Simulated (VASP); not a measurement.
Output of a VASP run:

**OSZICAR**
```
       N       E                     dE             d eps       ncg     rms          rms(c)
DAV:   1     0.640371004288E+01    0.64037E+01   -0.46592E+03   936   0.990E+02
DAV:   2    -0.166620392056E+02   -0.23066E+02   -0.22031E+02  1328   0.116E+02
DAV:   3    -0.170129200785E+02   -0.35088E+00   -0.35088E+00  1056   0.176E+01
DAV:   4    -0.170139831608E+02   -0.10631E-02   -0.10631E-02  1424   0.106E+00
DAV:   5    -0.170139839523E+02   -0.79149E-06   -0.79148E-06  1056   0.171E-02    0.953E+00
DAV:   6    -0.150520093930E+02    0.19620E+01   -0.77444E+00   936   0.163E+01    0.424E+00
DAV:   7    -0.149752569007E+02    0.76752E-01   -0.44101E-01  1392   0.464E+00    0.190E+00
DAV:   8    -0.149669189772E+02    0.83379E-02   -0.19765E-02   912   0.130E+00    0.157E-01
DAV:   9    -0.149672072497E+02   -0.28827E-03   -0.67243E-04  1416   0.236E-01    0.103E-01
DAV:  10    -0.149673053606E+02   -0.98111E-04   -0.17259E-04  1168   0.109E-01    0.219E-02
DAV:  11    -0.149673063365E+02   -0.97584E-06   -0.28587E-05  1104   0.345E-02    0.495E-03
DAV:  12    -0.149673065830E+02   -0.24655E-06   -0.10609E-06   736   0.846E-03
   1 F= -.12549381E+02 E0= -.12549381E+02  d E =-.125494E+02
```

**OUTCAR**
```
------------------------ aborting loop because EDIFF is reached ----------------------------------------
  FORCE on cell =-STRESS in cart. coord.  units (eV):
  Direction    XX          YY          ZZ          XY          YZ          ZX
  --------------------------------------------------------------------------------------
  Total        2.4035622      2.4035622      2.4035622      0.0000000      0.0000000     -0.0000000
  in kB      198.8119506    198.8119506    198.8119506      0.0000000      0.0000000     -0.0000000
  external PRESSURE =      -1.1880494 kB  Pullay stress =     200.0000000 kB
  volume of cell :       19.37
      direct lattice vectors                 reciprocal lattice vectors
     0.000000000  2.131561285  2.131561285    -0.234569845  0.234569845  0.234569845
     2.131561285  0.000000000  2.131561285     0.234569845 -0.234569845  0.234569845
     2.131561285  2.131561285  0.000000000     0.234569845  0.234569845 -0.234569845
  FREE ENERGIE OF THE ION-ELECTRON SYSTEM (eV)
  ---------------------------------------------------
  free  energy   TOTEN  =       -14.9673065830 eV

  energy  without entropy=      -14.9673065830  energy(sigma->0) =      -14.96730658
  enthalpy is  TOTEN    =       -12.5493812822 eV   P V=        2.4179253008

 reached required accuracy - stopping structural energy minimisation
```
(Selected blocks of OUTCAR.)

### POSCAR
```
SiC
1
    0.0000000000     2.1315612846     2.1315612846
    2.1315612846    -0.0000000000     2.1315612846
    2.1315612846     2.1315612846     0.0000000000
Si C
1 1
Direct
  0.0000000000   0.0000000000   0.0000000000
  0.2500000000   0.2500000000   0.2500000000
```

### Question
Write an INCAR and KPOINTS that could have produced this output.

### Answer
This is not unique; one that fits is the input of the run itself, PBE GGA, plane waves, VASP's PBE PAW potentials (set 64).

File KPOINTS:
```
Automatic mesh
0
Gamma
11 11 11
0 0 0
```

**INCAR**
```
# general
SYSTEM  = SiC
PREC    = Accurate
ENCUT   = 620
LREAL   = .FALSE.
LASPH   = .TRUE.

# electronic loop
EDIFF   = 1E-6
NELM    = 100
ALGO    = Normal

# smearing
ISMEAR  = 0
SIGMA   = 0.05

# functional
GGA     = PE

# ions
IBRION  = 2
NSW     = 40
ISIF    = 3
EDIFFG  = -0.02
PSTRESS = 200

# output
LWAVE   = .FALSE.
LCHARG  = .FALSE.
```

POTCAR, in this order: Si C (PBE.64 set). Program: vasp_std.

The compound is SiC in the zinc blende structure. It was relaxed first under an external pressure of 20 GPa.
